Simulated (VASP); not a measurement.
H2, in a box:

```
H
1.0
    10.00000    0.00000    0.00000
     0.00000   10.00000    0.00000
     0.00000    0.00000   10.00000
H
2
Cartesian
  5.0000 5.0000 4.5300
  5.0000 5.0000 5.4700
```

Base run:

| Property | Result |
| --- | --- |
| Program | VASP 6.6.1 |
| Functional | r2SCAN |
| Potentials or basis | VASP PAW PBE potentials, release 64 (H) |
| Cutoff | 450 eV |
| k mesh | 1 × 1 × 1 |
| Occupations | gaussian, width 0.02 eV |
| Spin | no spin polarisation |

Its results: gap between the frontier levels 10.16 eV; largest force 4.025 eV/Å.

**Question.** The run is repeated on the same cell with these changes: functional from r2SCAN to HSE06. What comes out?

**Answer.** Gap between the frontier levels 10.42 eV; largest force 3.971 eV/Å.

HSE06 gives the wider gap, since exact exchange removes part of the self-interaction.

Caveats: the PAW data sets were made with another functional, which shifts forces and pressure a little.

